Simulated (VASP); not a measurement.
Input:

```
Be3ZnSe4
1.0
    0.00000     2.62903     2.62903
    2.62903     0.00000     2.62903
   10.54710    10.54710    -0.03098
Zn Se Be
1 4 3
Direct
  0.00443   0.00443   0.99667
  0.22858   0.22858   0.07856
  0.24315   0.24315   0.31764
  0.25550   0.25550   0.55838
  0.26888   0.26888   0.79834
  0.98698   0.98698   0.25977
  0.00020   0.00020   0.49985
  0.01228   0.01228   0.74079
```

The numbers are results of PBEsol GGA, VASP's PBE PAW potentials (set 64) (plane waves; VASP), not measurements. Run with 400 eV cut-off, 8×8×2 Γ-centred mesh, tetrahedra with Blöchl corrections, potentials Zn Se Be.

The cores are frozen, which limits the accuracy of field gradients.

Problem. Give the principal components of the electric field gradient (V/Å²) and the asymmetry η at each nucleus.

Solution. 
```json
[
 {"atom": "Zn1", "Vxx": "-0.9", "Vyy": "-0.9", "Vzz": "1.8", "η": "0.00"},
 {"atom": "Se2", "Vxx": "-26.7", "Vyy": "-26.7", "Vzz": "53.5", "η": "0.00"},
 {"atom": "Se3", "Vxx": "9.7", "Vyy": "9.6", "Vzz": "-19.3", "η": "0.00"},
 {"atom": "Se4", "Vxx": "9.7", "Vyy": "9.7", "Vzz": "-19.5", "η": "0.00"},
 {"atom": "Se5", "Vxx": "-9.8", "Vyy": "-9.8", "Vzz": "19.6", "η": "0.00"},
 {"atom": "Be6", "Vxx": "0.0", "Vyy": "0.0", "Vzz": "0.0", "η": "-"},
 {"atom": "Be7", "Vxx": "0.3", "Vyy": "0.3", "Vzz": "-0.6", "η": "0.00"},
 {"atom": "Be8", "Vxx": "0.3", "Vyy": "0.3", "Vzz": "-0.5", "η": "0.00"}
]
```

The structure was generated: Be3ZnSe4 was put into an ordered model structure (R3m), which need not be its known phase. It was relaxed first.
